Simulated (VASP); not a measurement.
Here is the system:

```xyz
2
Lattice="0.0000 2.8225 2.8225 2.8225 0.0000 2.8225 2.8225 2.8225 0.0000" Properties=species:S:1:pos:R:3 pbc="T T T"
Ag     0.0000     0.0000     0.0000
I      1.4112     1.4112     1.4112
```

The numbers are results of PBE GGA, VASP's PBE PAW potentials (set 64) (plane waves; VASP 6.6.1), not measurements. Settings: 500 eV cut-off, 8×8×8 Γ-centred mesh, Gaussian smearing of 0.050 eV, potentials Ag I.

Unless said otherwise, spin-orbit coupling is left out, though it shifts the bands of the heavy elements here.

Task: Estimate the energy per atom (σ→0), pressure, band gap (on the k-mesh) with the smallest direct gap where there is one.

Result: 
```json
{
 "band gap (on the k-mesh)": "1.40 eV",
 "smallest direct gap (on the k-mesh)": "1.40 eV",
 "energy per atom (σ→0)": "-1.211 eV/atom",
 "pressure": "45.09 GPa"
}
```

Only differences to runs with the same potentials and settings are physical.

The compound is AgI in the zinc blende structure, whereas wurtzite is the usual form. It was relaxed first under an external pressure of 45 GPa.
